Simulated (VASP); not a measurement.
Crystal: WS2 (Tungstenite).

```
CELL_PARAMETERS angstrom
3.15410 0.00000 0.00000
-1.57705 2.73153 0.00000
0.00000 0.00000 12.14229
ATOMIC_POSITIONS crystal
W 0.33333 0.66667 0.25000
W 0.66667 0.33333 0.75000
S 0.33333 0.66667 0.62030
S 0.66667 0.33333 0.12030
S 0.33333 0.66667 0.87970
S 0.66667 0.33333 0.37970
```

Base run:

* Program: VASP 6.6.1
* Functional: PBE-EpsX
* Potentials or basis: VASP PAW PBE potentials, release 64 (W_sv, S)
* Cutoff: 520 eV
* k mesh: 6 × 6 × 2
* Occupations: gaussian, width 0.03 eV
* Spin: no spin polarisation

Its results: band gap on the k mesh 1.30 eV, indirect (least direct gap 2.24 eV); pressure 2.3 GPa; largest force 0.199 eV/Å.

Q: After a change of settings the same cell gave: band gap on the k mesh 1.44 eV, indirect (least direct gap 2.34 eV); pressure -1.0 GPa; largest force 0.571 eV/Å. Which change was it?
A. functional from PBE-EpsX to HSE06
B. functional from PBE-EpsX to PBE0
C. functional from PBE-EpsX to PBE

A: A.

Caveats: the PAW data sets were made with another functional, which shifts forces and pressure a little; spin-orbit coupling is left out, which moves the levels of the heavy elements; this functional lacks dispersion, which binds the layers, so the pressure and a relaxed spacing across them are unreliable (some runs).
